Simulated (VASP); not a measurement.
A convergence study with VASP on CoSi2 (fluorite): one setting is varied, all else stays as given below, so the limit is that of these other settings. Each run relaxes cell and ions from the cell shown.

```
CoSi2
1.0
    0.00000     2.68000     2.68000
    2.68000     0.00000     2.68000
    2.68000     2.68000     0.00000
Co Si
1 2
Direct
  0.00000   0.00000   0.00000
  0.25000   0.25000   0.25000
  0.75000   0.75000   0.75000
```

The numbers are results of LDA (Ceperley-Alder, Perdew-Zunger), VASP's LDA PAW potentials (set 64) (plane waves; VASP 6.6.1), not measurements. The tightest run used: 550 eV cut-off, 14×14×14 Γ-centred mesh, first-order Methfessel-Paxton smearing of 0.10 eV, potentials Co Si.

Task: The settings run are 2×2×2 mesh; 3×3×3 mesh; 4×4×4 mesh; 5×5×5 mesh; 6×6×6 mesh; 7×7×7 mesh; 9×9×9 mesh; 10×10×10 mesh; 11×11×11 mesh; 12×12×12 mesh; 13×13×13 mesh; 14×14×14 mesh. From which on does the relaxed volume stay within 0.02 Å³/atom of the tightest run?

Result: From 6×6×6 mesh on: it is off by 0.003 there and by no more than 0.02 in any finer run, while 5×5×5 mesh is off by 0.029.
```csv
setting,relaxed volume (Å³/atom),E (eV/atom),irreducible k-points,difference judged (Å³/atom)
2×2×2 mesh,12.017,-7.0915,3,0.218
3×3×3 mesh,12.219,-7.2460,4,0.017
4×4×4 mesh,12.213,-7.3150,8,0.023
5×5×5 mesh,12.265,-7.3006,10,0.029
6×6×6 mesh,12.239,-7.3065,16,0.003
7×7×7 mesh,12.236,-7.3116,20,0.000
9×9×9 mesh,12.241,-7.3079,35,0.005
10×10×10 mesh,12.235,-7.3104,47,0.001
11×11×11 mesh,12.230,-7.3107,56,0.005
12×12×12 mesh,12.234,-7.3103,72,0.002
13×13×13 mesh,12.235,-7.3088,84,0.001
14×14×14 mesh,12.236,-7.3098,104,0.000
```

Left out are rungs that failed or repeat a setting and relaxations that didn't move; long series are thinned to 24 rows.

The compound is CoSi2 in the fluorite structure. The run is not spin-polarised, so no magnetic state was tried. The electron count is odd and the run is not spin-polarised, which forces a metal.
